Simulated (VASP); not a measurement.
# XPS shifts in Al5Ir3

Aim: how the core levels of Al5Ir3 differ from atom to atom, with and without the screening of the hole.

Main program and level: VASP 6.6.1; PBE; plane waves and PAW (Al, Ir), in the first sound run; inputs show where later runs differ.

Most raw output is cut from this account.

## 1. Starting point

The cell holds 16 atoms: 10 Al and 6 Ir. Cell: a = 7.956 Å, b = 9.329 Å, c = 11.251 Å, α = 90.0°, β = 135.0°, γ = 129.8°. It derives from Al and Ir. Random alloy: site Al, solute Ir, share 0.375, order random, lattice volume linear between typed atomic volumes.

## 2. Relaxation

The atoms are relaxed first inside the given cell, which is kept (ISIF = 0), since core levels depend on the positions.

File INCAR:

```
SYSTEM = Al5Ir3
PREC = Normal
ENCUT = 330
EDIFF = 1E-05
NELM = 100
ISMEAR = 0
SIGMA = 0.1
LREAL = Auto
ALGO = Fast
GGA = PE
NBANDS = 58
LASPH = .TRUE.
LWAVE = .FALSE.
LCHARG = .FALSE.
KPAR = 8
IBRION = 2
NSW = 50
ISIF = 0
EDIFFG = -0.05
```

File POSCAR:

```
Al5Ir3
1.0
   -7.9558933610      0.0000000000      0.0000000000
    5.9669200207     -5.9669200207      3.9779466805
    7.9558933610      7.9558933610      0.0000000000
Al Ir
10 6
Direct
    0.0000000000      0.5000000000      0.1250000000
    0.0000000000      0.5000000000      0.6250000000
    0.0000000000      0.0000000000      0.0000000000
    0.0000000000      0.0000000000      0.2500000000
    0.0000000000      0.0000000000      0.5000000000
    0.5000000000      0.5000000000      0.1250000000
    0.5000000000      0.5000000000      0.6250000000
    0.5000000000      0.5000000000      0.8750000000
    0.5000000000      0.0000000000      0.5000000000
    0.5000000000      0.0000000000      0.7500000000
    0.0000000000      0.5000000000      0.3750000000
    0.0000000000      0.5000000000      0.8750000000
    0.0000000000      0.0000000000      0.7500000000
    0.5000000000      0.5000000000      0.3750000000
    0.5000000000      0.0000000000      0.0000000000
    0.5000000000      0.0000000000      0.2500000000
```

File KPOINTS:

```
Automatic mesh
0
Gamma
7 5 4
0 0 0
```

PAW data sets: Al and Ir (PBE family, release 64).

Started as:

```bash
> mpirun -np 8 vasp_std
```

Elapsed: 20 min, on 8 MPI ranks of Intel Xeon Platinum 8488C (Sapphire Rapids), shared host; peak memory 4.6 GiB.

Step by step:

| step | energy less that of the first step (eV) | largest force (eV/Å) |
| --- | --- | --- |
| 1 | 0.0000 | 1.8878 |
| 2 | -0.8192 | 1.3085 |
| 3 | -1.5975 | 1.1068 |
| 4 | -1.6485 | 0.7611 |
| 5 | -1.9196 | 0.6315 |
| 6 | -2.0297 | 0.7371 |
| 7 | -2.1874 | 0.4697 |
| 8 | -2.2132 | 0.4267 |
| 9 | -2.2782 | 0.3008 |
| 10 | -2.2809 | 0.2956 |
| 11 | -2.3225 | 0.2610 |
| 12 | -2.3276 | 0.2474 |
| 13 | -2.3577 | 0.1476 |
| 14 | -2.3589 | 0.1683 |
| 15 | -2.3721 | 0.1412 |
| 16 | -2.3721 | 0.1366 |
| 17 | -2.3762 | 0.0634 |
| 18 | -2.3763 | 0.0574 |
| 19 | -2.3777 | 0.0340 |

The atoms that moved most (Å):

| atom | dx | dy | dz | length |
| --- | --- | --- | --- | --- |
| Al7 | -0.215 | -0.553 | 0.150 | 0.612 |
| Ir14 | -0.479 | -0.088 | -0.121 | 0.502 |
| Ir16 | 0.167 | 0.407 | 0.058 | 0.444 |
| Ir13 | 0.016 | -0.369 | 0.174 | 0.408 |
| Ir11 | 0.337 | 0.076 | 0.187 | 0.393 |
| Al1 | 0.150 | 0.349 | -0.077 | 0.387 |
| Ir12 | 0.021 | 0.084 | -0.302 | 0.314 |
| Al3 | -0.275 | -0.101 | 0.016 | 0.294 |

The relaxed structure:

```cif
data_structure
_symmetry_space_group_name_H-M 'P 1'
_symmetry_Int_Tables_number 1
_cell_length_a 7.9559
_cell_length_b 9.3291
_cell_length_c 11.2513
_cell_angle_alpha 90.000
_cell_angle_beta 135.000
_cell_angle_gamma 129.762
_cell_volume 251.79
loop_
_atom_site_label
_atom_site_type_symbol
_atom_site_fract_x
_atom_site_fract_y
_atom_site_fract_z
_atom_site_occupancy
Al1 Al 0.99618 0.48076 0.15444 1
Al2 Al 0.97394 0.48694 0.62460 1
Al3 Al 0.02818 0.00414 0.99045 1
Al4 Al 0.96038 0.99662 0.23901 1
Al5 Al 0.95703 0.97375 0.47986 1
Al6 Al 0.47578 0.48811 0.10412 1
Al7 Al 0.51403 0.53773 0.58377 1
Al8 Al 0.56176 0.52869 0.88935 1
Al9 Al 0.49579 0.99719 0.51044 1
Al10 Al 0.52919 0.01507 0.78179 1
Ir11 Ir 0.03775 0.54702 0.41986 1
Ir12 Ir 0.89409 0.42414 0.82868 1
Ir13 Ir 0.01742 0.04383 0.73652 1
Ir14 Ir 0.50350 0.46961 0.34112 1
Ir15 Ir 0.50293 0.99184 0.00389 1
Ir16 Ir 0.55204 0.01456 0.31209 1
```

Numbers from this step:

```
free energy (TOTEN)     : -100.0436 eV
energy at zero smearing : -100.0307 eV
Fermi energy            : 8.127 eV
```

At PBE, with these data sets, the largest force is down to 0.034 eV/Å.

## 3. Initial state

The cell without a hole gives, with ICORELEVEL = 1, the Kohn-Sham core levels of the initial state.

File INCAR:

```
SYSTEM = Al5Ir3
PREC = Normal
ENCUT = 330
EDIFF = 1E-05
NELM = 120
ISMEAR = 0
SIGMA = 0.1
LREAL = Auto
ALGO = Fast
GGA = PE
NBANDS = 58
LASPH = .TRUE.
LORBIT = 11
LWAVE = .FALSE.
LCHARG = .FALSE.
KPAR = 8
ICORELEVEL = 1
ISIF = 0
```

File POSCAR:

```
Al5Ir3
1.0
   -7.9558933610      0.0000000000      0.0000000000
    5.9669200207     -5.9669200207      3.9779466805
    7.9558933610      7.9558933610      0.0000000000
Al Ir
10 6
Direct
    0.9961764541      0.4807640179      0.1544447622
    0.9739385890      0.4869369610      0.6245986755
    0.0281788607      0.0041410573      0.9904453645
    0.9603801433      0.9966189988      0.2390078763
    0.9570335407      0.9737513368      0.4798643249
    0.4757797562      0.4881080965      0.1041223182
    0.5140301463      0.5377281562      0.5837722145
    0.5617600541      0.5286865622      0.8893532544
    0.4957943201      0.9971919301      0.5104395448
    0.5291920860      0.0150746734      0.7817924906
    0.0377532838      0.5470194790      0.4198634463
    0.8940909392      0.4241377914      0.8286753880
    0.0174178574      0.0438338525      0.7365200726
    0.5035026407      0.4696114589      0.3411236890
    0.5029323140      0.9918384160      0.0038904810
    0.5520390142      0.0145572120      0.3120860973
```

File KPOINTS:

```
Automatic mesh
0
Gamma
8 5 5
0 0 0
```

Started as:

```bash
> mpirun -np 8 vasp_std
```

Wall time 3.2 min (8 MPI ranks); peak memory 4.7 GiB; 24 min of CPU time.

These are scalar-relativistic Kohn-Sham levels of the ground state, with no core hole, so they are not binding energies.

Numbers from this step:

```
free energy (TOTEN)     : -100.0469 eV
energy at zero smearing : -100.0333 eV
Fermi energy            : 8.123 eV
```

The two shallowest core shells; atoms whose shallowest level rounds to another's at 0.01 eV are left out. Core levels, by row:

| atom | shell | level below the Fermi level (eV) |
| --- | --- | --- |
| Al1 | 2s | 103.3 |
| Al1 | 2p | 64.8 |
| Al2 | 2s | 103.3 |
| Al2 | 2p | 64.78 |
| Al3 | 2s | 103.2 |
| Al3 | 2p | 64.62 |
| Al4 | 2s | 103.2 |
| Al4 | 2p | 64.61 |
| Al5 | 2s | 103.2 |
| Al5 | 2p | 64.64 |
| Al6 | 2s | 103.2 |
| Al6 | 2p | 64.68 |
| Al7 | 2s | 103.2 |
| Al7 | 2p | 64.7 |
| Al8 | 2s | 103.1 |
| Al8 | 2p | 64.54 |
| Al9 | 2s | 103 |
| Al9 | 2p | 64.42 |
| Al10 | 2s | 102.8 |
| Al10 | 2p | 64.25 |
| Ir11 | 4f | 56.26 |
| Ir11 | 5p | 48.72 |
| Ir12 | 4f | 56.27 |
| Ir12 | 5p | 48.66 |
| Ir13 | 4f | 56.3 |
| Ir13 | 5p | 48.79 |
| Ir14 | 4f | 56.23 |
| Ir14 | 5p | 48.74 |
| Ir15 | 4f | 55.92 |
| Ir15 | 5p | 48.39 |

## 4. Core hole, atom Al1, shell 2p

This step: final-state core hole with the electron kept at the Fermi level, PBE; plane waves and PAW (Al, Al, Ir) (VASP 6.6.1).

A core electron of Al1 (2p) is moved to the Fermi level; this atom comes first in POSCAR as a species of its own.

Edit INCAR of step 3 so:

```diff
@@ -12,3 +12,2 @@
 LASPH = .TRUE.
-LORBIT = 11
 LWAVE = .FALSE.
@@ -16,3 +15,7 @@
 KPAR = 8
-ICORELEVEL = 1
+ICORELEVEL = 2
+CLNT = 1
+CLN = 2
+CLL = 1
+CLZ = 1
 ISIF = 0
```

Edit POSCAR of step 3 so:

```diff
@@ -5,4 +5,4 @@
     7.9558933610      7.9558933610      0.0000000000
-Al Ir
-10 6
+Al Al Ir
+1 9 6
 Direct
```

KPOINTS is that of step 3.

Potentials, in the order of the species: Al, Al and Ir (PBE family, release 64).

Started as:

```bash
> mpirun -np 8 vasp_std
```

Elapsed: 3.2 min, on 8 MPI ranks; peak memory 4.7 GiB.

This run has no spin polarisation.

Numbers from this step:

- free energy (TOTEN): -107.9970 eV
- energy at zero smearing: -107.9840 eV
- Fermi energy: 8.277 eV

This is the reference for holes on Al.

## 5. Core hole, atom Al2, shell 2p

The same hole on the next atom.

INCAR is that of step 4.

Edit POSCAR of step 4 so:

```diff
@@ -8,4 +8,4 @@
 Direct
+    0.9739385890      0.4869369610      0.6245986755
     0.9961764541      0.4807640179      0.1544447622
-    0.9739385890      0.4869369610      0.6245986755
     0.0281788607      0.0041410573      0.9904453645
```

KPOINTS is that of step 4.

Started as:

```bash
> mpirun -np 8 vasp_std
```

Elapsed: 3.2 min, on 8 MPI ranks; peak memory 4.7 GiB; 25 min of CPU time.

Against the hole on Al1 the energy differs by -0.10 eV.

## 6. Core hole, atom Ir11, shell 4f

This step: final-state core hole with the electron kept at the Fermi level, PBE; plane waves and PAW (Ir, Al, Ir) (VASP 6.6.1).

System of this step: Al5Ir3. The cell holds 16 atoms: 6 Ir and 10 Al. Cell: a = 7.956 Å, b = 9.329 Å, c = 11.251 Å, α = 90.0°, β = 135.0°, γ = 129.8°. It derives from Al and Ir. Random alloy: site Al, solute Ir, share 0.375, order random, lattice volume linear between typed atomic volumes.

A core electron of Ir11 (4f) is moved to the Fermi level; this atom comes first in POSCAR as a species of its own.

Edit INCAR of step 5 so:

```diff
@@ -17,4 +17,4 @@
 CLNT = 1
-CLN = 2
-CLL = 1
+CLN = 4
+CLL = 3
 CLZ = 1
```

Edit POSCAR of step 5 so:

```diff
@@ -5,7 +5,8 @@
     7.9558933610      7.9558933610      0.0000000000
-Al Al Ir
-1 9 6
+Ir Al Ir
+1 10 5
 Direct
+    0.0377532838      0.5470194790      0.4198634463
+    0.9961764541      0.4807640179      0.1544447622
     0.9739385890      0.4869369610      0.6245986755
-    0.9961764541      0.4807640179      0.1544447622
     0.0281788607      0.0041410573      0.9904453645
@@ -18,3 +19,2 @@
     0.5291920860      0.0150746734      0.7817924906
-    0.0377532838      0.5470194790      0.4198634463
     0.8940909392      0.4241377914      0.8286753880
```

KPOINTS is that of step 5.

PAW data sets: Ir, Al and Ir (PBE family, release 64).

Started as:

```bash
> mpirun -np 8 vasp_std
```

The job ended after 2.8 min (8 MPI ranks; peak memory 4.8 GiB).

This is the reference for holes on Ir.

## 7. Core hole, atom Ir12, shell 4f

INCAR is that of step 6.

Edit POSCAR of step 6 so:

```diff
@@ -8,3 +8,3 @@
 Direct
-    0.0377532838      0.5470194790      0.4198634463
+    0.8940909392      0.4241377914      0.8286753880
     0.9961764541      0.4807640179      0.1544447622
@@ -19,3 +19,3 @@
     0.5291920860      0.0150746734      0.7817924906
-    0.8940909392      0.4241377914      0.8286753880
+    0.0377532838      0.5470194790      0.4198634463
     0.0174178574      0.0438338525      0.7365200726
```

KPOINTS is that of step 6.

Started as:

```bash
> mpirun -np 8 vasp_std
```

Elapsed: 2.7 min, on 8 MPI ranks; peak memory 4.8 GiB.

Against the hole on Ir11 the energy differs by +0.03 eV.

## 8. Summary

This step: core-level shifts, PBE; plane waves and PAW (VASP 6.6.1).

No new run; the numbers come from the runs before.

A positive shift is a higher binding energy. Cost is wall time times ranks on a shared host. Core-level shifts:

| atom | region | shell | Kohn-Sham level below the Fermi level (eV) | initial-state shift (eV) | final-state shift (eV) | shifts are from | cost (core minutes) |
| --- | --- | --- | --- | --- | --- | --- | --- |
| Al1 |  | 2p | 64.8 | 0 | 0 | Al1 | 25.35 |
| Al2 |  | 2p | 64.78 | -0.02 | -0.1027 | Al1 | 25.61 |
| Ir11 |  | 4f | 56.26 | 0 | 0 | Ir11 | 22.13 |
| Ir12 |  | 4f | 56.27 | 0.0105 | 0.02899 | Ir11 | 21.6 |

## 9. Results

- Al2 2p, from Al1: initial state -0.02 eV, final state -0.10 eV
- Ir12 4f, from Ir11: initial state +0.01 eV, final state +0.03 eV

In words: Against Al1, Al2 is shifted by -0.02 eV in the initial state and by -0.10 eV with the hole; against Ir11, Ir12 is shifted by +0.01 eV in the initial state and by +0.03 eV with the hole (energies extrapolated to zero smearing). Only these atoms were given a hole, so other sites aren't ranked. The difference of the two pictures holds the screening of the hole, but also the cell's limits: holes repeat 4.9 Å apart, and the electron from the core stays in the cell, where it moves the Fermi energy by +0.07 to +0.15 eV; that is about as much as the final-state shift of Al2 and Ir12, or more, so there size and sign aren't settled. Cell size, mesh and smearing weren't varied between the hole runs. The other core electrons are frozen, spin-orbit splitting and multiplets are absent, and only shifts between atoms of one element are meaningful. Not tabulated here, as repeats of values shown or as unfit to read for their mesh, reference level or band range: core levels (core hole).

[Lines on the potential files, build, host, timing and source positions are cut from VASP's logs without a mark.]

[Logs are printed without paths, hosts, clocks, repeated set-up lines and the standing remarks that a program may print on its own settings, such as how far it seeks lower states.]

[Hosts, paths, dates, database ids (printed as entryN), source tags and the programs' standing remarks are cut or masked in the printed files.]
